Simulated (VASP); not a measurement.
Data:

```yaml
crystal:
  lattice:
    - [1.54530, -2.67654, 0.00000]
    - [1.54530, 2.67654, 0.00000]
    - [0.00000, 0.00000, 3.29460]
  atoms:
    - { symbol: Ti, position: [0.00000, 0.00000, 0.00000] }
    - { symbol: B, position: [0.33333, 0.66667, 0.50000] }
    - { symbol: B, position: [0.66667, 0.33333, 0.50000] }
```

Method: PBE GGA, VASP's PBE PAW potentials (set 64) (plane waves; VASP). Run with 350 eV cut-off, 10×10×8 Γ-centred mesh, first-order Methfessel-Paxton smearing of 0.10 eV, potentials Ti_sv B.

At this cut-off the stress carries a Pulay error, which pulls relaxed volumes low.

### Question
Give the stress tensor in GPa (positive for a compressed cell).

### Answer

```
-14.88    0.00    0.00
  0.00  -14.88    0.00
  0.00    0.00  -11.94
```
The pressure is its mean diagonal, -13.90 GPa.

The compound is TiB2 in the AlB2 type structure. The cell was not relaxed at this level. The run is one of a series of settings (ENCUT = 350 against the base run), some of them coarse on purpose.
